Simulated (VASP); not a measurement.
Data:

```xyz
2
Lattice="0.0000 3.2826 3.2826 3.2826 0.0000 3.2826 3.2826 3.2826 0.0000" Properties=species:S:1:pos:R:3 pbc="T T T"
Te     3.2826     3.2826     3.2826
Pb     0.0000     0.0000     0.0000
```

All values below come from PW91 GGA, VASP's PBE PAW potentials (set 64) (plane waves; VASP). Numerical set-up: 520 eV cut-off, Gaussian smearing of 0.050 eV, potentials Te Pb_d.

Unless said otherwise, spin-orbit coupling is left out, though it shifts the bands of the heavy elements here.

Task: Give the energies of bands 7 to 13 at the high-symmetry points, in eV from the valence-band maximum.

Result: 
| band | Γ | X | U | L | W |
|---|---|---|---|---|---|
| 7 | -5.70 | -7.22 | -7.80 | -8.35 | -7.82 |
| 8 | -1.18 | -4.14 | -3.78 | -0.75 | -3.47 |
| 9 | -1.18 | -2.54 | -2.07 | -0.75 | -3.47 |
| 10 | -1.18 | -2.54 | -1.90 | 0.00 | -0.29 |
| 11 | 4.00 | 3.50 | 3.52 | 0.81 | 1.70 |
| 12 | 4.00 | 5.28 | 3.71 | 1.36 | 5.19 |
| 13 | 4.00 | 5.28 | 5.20 | 1.36 | 5.19 |

The gap is direct, 0.81 eV, from the valence maximum at L to the conduction minimum at L.

The compound is PbTe in the rock salt structure. It was relaxed first.
